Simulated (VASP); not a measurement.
Calculation: optB86b-vdW, VASP's PBE PAW potentials (set 64) (plane waves; VASP).

The input files of a VASP run:

INCAR:
```
# general
SYSTEM   = CuZn
PREC     = Accurate
ENCUT    = 520
LREAL    = .FALSE.   # projection in real space or not
LASPH    = .TRUE.   # aspherical one-centre terms
ICHARG   = 11   # fixed density

# electronic loop
EDIFF    = 1E-7
NELM     = 100   # most electronic steps
ALGO     = Normal   # blocked Davidson
LMAXMIX  = 4

# smearing
ISMEAR   = 0   # Gaussian
SIGMA    = 0.05   # width (eV)

# functional
GGA      = MK
LUSE_VDW = .TRUE.
AGGAC    = 0.0
PARAM1   = 0.1234
PARAM2   = 1.0

# output
LWAVE    = .FALSE.
LCHARG   = .FALSE.
LORBIT   = 11   # lm-projected
```

File KPOINTS:
```
k-points along high-symmetry lines
15
Line-mode
Reciprocal
  0.000000   0.000000   0.000000 ! GAMMA
  0.000000   0.500000   0.000000 ! X

  0.000000   0.500000   0.000000 ! X
  0.500000   0.500000   0.000000 ! M

  0.500000   0.500000   0.000000 ! M
  0.000000   0.000000   0.000000 ! GAMMA

  0.000000   0.000000   0.000000 ! GAMMA
  0.500000   0.500000   0.500000 ! R

  0.500000   0.500000   0.500000 ! R
  0.000000   0.500000   0.000000 ! X

  0.500000   0.500000   0.500000 ! R
  0.500000   0.500000   0.000000 ! M
```

**POSCAR**
```
CuZn
1
    2.9392097942     0.0000000000     0.0000000000
   -0.0000000000     2.9392097942     0.0000000000
   -0.0000000000    -0.0000000000     2.9392097942
Zn Cu
1 1
Direct
  0.5000000000   0.5000000000   0.5000000000
  0.0000000000   0.0000000000   0.0000000000
```

POTCAR, in this order: Zn Cu (PBE.64 set). Program: vasp_std. Read from the step before: CHGCAR.

Output

File OSZICAR:
```
       N       E                     dE             d eps       ncg     rms          rms(c)
DAV:   1     0.116030633532E+03    0.11603E+03   -0.11836E+04  2836   0.259E+03
DAV:   2     0.477121060008E+01   -0.11126E+03   -0.10786E+03  2721   0.325E+02
DAV:   3     0.171724729498E+01   -0.30540E+01   -0.30499E+01  3400   0.713E+01
DAV:   4     0.169637245778E+01   -0.20875E-01   -0.20873E-01  3274   0.521E+00
DAV:   5     0.169605777742E+01   -0.31468E-03   -0.31467E-03  3517   0.648E-01
DAV:   6     0.169604805812E+01   -0.97193E-05   -0.97191E-05  3337   0.949E-02
DAV:   7     0.169604758137E+01   -0.47675E-06   -0.47692E-06  3655   0.223E-02
DAV:   8     0.169604756166E+01   -0.19712E-07   -0.19254E-07  2920   0.382E-03
   1 F= 0.16960476E+01 E0= 0.16968111E+01  d E =-.152700E-02
```

### OUTCAR
```
 val. band max:        7.0180818011   @ k =   0.2500   0.2500   0.0000

 cond. band min:       7.2035361950   @ k =   0.5000   0.5000   0.0000



 k-point     1 :       0.0000    0.0000    0.0000
  band No.  band energies     occupation
      1      -4.9041      2.00000
      2      -2.4435      2.00000
      3      -2.4435      2.00000
      4      -1.7477      2.00000
      5      -1.7477      2.00000
      6      -1.7477      2.00000
      7       1.8514      2.00000
      8       1.8514      2.00000
      9       2.6979      2.00000
     10       2.6979      2.00000
     11       2.6979      2.00000
     12      11.7006      0.00000
     13      11.7006      0.00000
     14      11.7006      0.00000
     15      16.8681      0.00000

 k-point     2 :       0.0000    0.0357    0.0000
  band No.  band energies     occupation
      1      -4.8809      2.00000
      2      -2.4408      2.00000
      3      -2.4385      2.00000
      4      -1.7498      2.00000
      5      -1.7498      2.00000
      6      -1.7467      2.00000
      7       1.8500      2.00000
      8       1.8537      2.00000
      9       2.6899      2.00000
     10       2.6899      2.00000
     11       2.6970      2.00000
     12      11.4500      0.00000
     13      11.7360      0.00000
     14      11.7360      0.00000
     15      16.8804      0.00000

 k-point     3 :       0.0000    0.0714    0.0000
  band No.  band energies     occupation
      1      -4.8113      2.00000
      2      -2.4329      2.00000
      3      -2.4234      2.00000
      4      -1.7559      2.00000
      5      -1.7559      2.00000
      6      -1.7436      2.00000
      7       1.8459      2.00000
      8       1.8603      2.00000
      9       2.6666      2.00000
     10       2.6666      2.00000
     11       2.6943      2.00000
     12      10.8175      0.00000
     13      11.8419      0.00000
     14      11.8419      0.00000
     15      16.9174      0.00000

...
```

The density is held fixed in this step, so its total energy and stress have no physical meaning.

The compound is CuZn in the CsCl type structure. It was relaxed first. The electron count is odd and the run is not spin-polarised, which forces a metal.
